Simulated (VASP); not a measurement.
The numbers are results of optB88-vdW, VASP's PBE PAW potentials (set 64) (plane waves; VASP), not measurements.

The input files of a VASP run:

### INCAR
```
ISMEAR=0   ! Gaussian
PREC=Accurate
PARAM1=0.1833333333
ALGO=Normal   ! blocked Davidson
LCHARG=.False.
LASPH=.True.
ISIF=2
LREAL=.False.   ! projection in real space or not
LWAVE=.False.
AGGAC=0.0
SYSTEM=LiCl
ENCUT=520   ! plane-wave cut-off (eV)
NELM=100   ! most electronic steps
GGA=BO
EDIFF=1E-7   ! SCF stop (eV)
LUSE_VDW=.True.
SIGMA=0.05   ! width (eV)
PARAM2=0.22
```

### KPOINTS
```
Automatic
0
Gamma
9 9 9
```

### POSCAR
```
LiCl
1.0
  0.0000000000   2.6010095014   2.6010095014
  2.6010095014   0.0000000000   2.6010095014
  2.6010095014   2.6010095014   0.0000000000
Li Cl
1 1
Cart
  0.0000000000   0.0000000000   0.0000000000
  2.6010095014   2.6010095014   2.6010095014
```

POTCAR, in this order: Li_sv Cl (PBE.64 set). Program: vasp_std.

Task: Predict the energy per atom (σ→0), pressure, band gap (on the k-mesh).

Result: 
| Item | Result |
|---|---|
| energy per atom (σ→0) | -2.509 eV/atom |
| band gap (on the k-mesh) | 6.17 eV |
| pressure | -1.84 GPa |

### OSZICAR
```
...
DAV:   8    -0.501810930988E+01   -0.52086E-02   -0.10226E-02   686   0.103E+00    0.161E-01
DAV:   9    -0.501806440243E+01    0.44907E-04   -0.66082E-04   883   0.229E-01    0.464E-02
DAV:  10    -0.501812769626E+01   -0.63294E-04   -0.83420E-05   683   0.104E-01    0.123E-02
DAV:  11    -0.501813196371E+01   -0.42674E-05   -0.45636E-06   883   0.265E-02    0.271E-03
DAV:  12    -0.501813267555E+01   -0.71184E-06   -0.56707E-07   689   0.924E-03    0.151E-03
DAV:  13    -0.501813255006E+01    0.12549E-06   -0.82228E-08   758   0.311E-03    0.501E-04
DAV:  14    -0.501813247166E+01    0.78396E-07   -0.91792E-09   355   0.115E-03
   1 F= -.50181325E+01 E0= -.50181325E+01  d E =-.554835E-22
```

The compound is LiCl in the rock salt structure. This cell is one point of a volume scan, at 1.06 of the reference volume.
